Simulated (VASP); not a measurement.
An input for Ansatz (written as the equivalent of a VASP run, and not itself run):

Ansatz 0.2 input:
```yaml
crystal:
  lattice:
    - [3.9995100, 0.0000000, 0.0000000]
    - [0.0000000, 3.9995100, 0.0000000]
    - [0.0000000, 0.0000000, 5.2598200]
  atoms:
    - { symbol: Pb, position: [0.4788910, -0.0223590, 0.2075000] }
    - { symbol: Pb, position: [0.0023510, 0.5314220, 0.7883190] }
    - { symbol: O, position: [0.5088100, 0.4848040, 0.0031870] }
    - { symbol: O, position: [0.0099470, 0.0061330, 0.0009940] }
kpoints:
  mp_grid: { grid: [11, 11, 8] }
hamiltonian:
  xc: lda
  pseudopotentials: { kind: paw }
scf:
  occupations: { method: fermi_dirac, width: 0.05 }
  max_iter: 100
output: { forces: true, stress: true, eigenvalues: true }
```

### Question
Write the VASP files for the same calculation (LDA).

### Answer
This is not unique; one that fits is 
**INCAR**
```
! general
SYSTEM  = PbO
PREC    = Accurate
ENCUT   = 400
LREAL   = .FALSE.
LASPH   = .TRUE.   ! aspherical one-centre terms

! electronic loop
EDIFF   = 1E-6   ! SCF stop (eV)
NELM    = 100   ! most electronic steps
ALGO    = Normal   ! blocked Davidson
LMAXMIX = 4

! smearing
ISMEAR  = -1   ! Fermi-Dirac
SIGMA   = 0.05

! ions
ISIF    = 2

! output
LWAVE   = .FALSE.
LCHARG  = .FALSE.
LORBIT  = 11
NEDOS   = 601   ! DOS grid
```

File KPOINTS:
```
kpoints
0
G
  11 11 8
```

File POSCAR:
```
PbO
1
    3.9995100000     0.0000000000     0.0000000000
    0.0000000000     3.9995100000     0.0000000000
    0.0000000000     0.0000000000     5.2598200000
Pb O
2 2
Direct
  0.4788910000  -0.0223590000   0.2075000000
  0.0023510000   0.5314220000   0.7883190000
  0.5088100000   0.4848040000   0.0031870000
  0.0099470000   0.0061330000   0.0009940000
```

POTCAR, in this order: Pb_d O (LDA.64 set). Program: vasp_std.

The two are equivalent in intent, not identical: each code has its own PAW files, so the cut-off isn't converted (ENCUT is set for VASP's; basis.ecutwfc is left out, and Ansatz then takes the one that its files recommend); Ansatz stops its SCF on the density residual and VASP on the energy change (EDIFF); Ansatz's lda is the Perdew-Wang form, while the LDA potentials of VASP carry Perdew-Zunger's.

The structure comes from a computed database's PbO entry; how it stands against other phases isn't given here. The cell was not relaxed at this level, atoms are displaced from their ideal sites. The run is one of a series of settings (NEDOS = 601, KPOINTS 11×11×8 Γ-centred mesh against the base run), some of them coarse on purpose.
